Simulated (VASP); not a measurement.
Here is the system:

```xyz
2
Lattice="0.0000 3.2955 3.2955 3.2955 0.0000 3.2955 3.2955 3.2955 0.0000" Properties=species:S:1:pos:R:3 pbc="T T T"
K      0.0000     0.0000     0.0000
Se     3.2955     3.2955     3.2955
```

Method: PBEsol GGA with spin-orbit coupling, VASP's PBE PAW potentials (set 64) (plane waves; VASP 6.6.1). Numerical set-up: 400 eV cut-off, 9×9×9 Γ-centred mesh, Gaussian smearing of 0.050 eV, potentials K_sv Se.

The run has a spin-polarised start.

Q: Give the energies of bands 11 to 18 at the high-symmetry points, in eV from the Fermi level.

A: 
| band | Γ | X | U | L | W |
|---|---|---|---|---|---|
| 11 | -0.37 | -1.37 | -1.26 | -1.83 | -1.14 |
| 12 | -0.24 | -0.85 | -1.09 | -1.31 | -1.07 |
| 13 | -0.06 | -0.61 | -0.75 | -0.71 | -0.88 |
| 14 | 0.42 | -0.56 | -0.56 | -0.60 | -0.48 |
| 15 | 0.53 | 0.07 | -0.45 | -0.05 | -0.43 |
| 16 | 0.63 | 0.07 | 0.01 | 0.07 | -0.27 |
| 17 | 3.50 | 4.40 | 5.25 | 5.29 | 6.18 |
| 18 | 3.64 | 4.53 | 5.41 | 5.45 | 6.18 |

It has no gap at this level: it comes out as a metal or semimetal.

The structure comes from a computed database's KSe entry (Fm-3m); how it stands against other phases isn't given here. It was relaxed first, which changed the volume by -7 %.
